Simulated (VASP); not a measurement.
A convergence study with VASP on BN (hex): one setting is varied, all else stays as given below, so the limit is that of these other settings.

```xyz
4
Lattice="1.2520 -2.1685 0.0000 1.2520 2.1685 0.0000 0.0000 0.0000 6.6600" Properties=species:S:1:pos:R:3 pbc="T T T"
B      1.2520     0.7228     1.6650
B      1.2520    -0.7228     4.9950
N      1.2520    -0.7228     1.6650
N      1.2520     0.7228     4.9950
```

All values below come from LDA (Ceperley-Alder, Perdew-Zunger), VASP's LDA PAW potentials (set 64) (plane waves; VASP). The tightest run used: 700 eV cut-off, 19×19×7 Γ-centred mesh, tetrahedra with Blöchl corrections, potentials B N.

```json
[
 {"setting": "4×4×1 mesh", "E (eV/atom)": "-9.6105", "pressure (GPa)": "-3.55", "irreducible k-points": "4"},
 {"setting": "5×5×2 mesh", "E (eV/atom)": "-9.6425", "pressure (GPa)": "-4.33", "irreducible k-points": "10"},
 {"setting": "6×6×2 mesh", "E (eV/atom)": "-9.6459", "pressure (GPa)": "-4.38", "irreducible k-points": "14"}
]
```

Task: These are the cheaper rows. Estimate the results at 19×19×7 mesh, and how far the last row shown lies from them.

Result: 
```
quantity        tightest run  last row shown is off by
--------------  ------------  ------------------------
E (eV/atom)          -9.6462                    0.0003
pressure (GPa)         -4.38                      0.00
```

Left out are rungs that failed or repeat a setting and relaxations that didn't move; long series are thinned to 24 rows.

The compound is BN in the hex structure. The cell was not relaxed at this level.
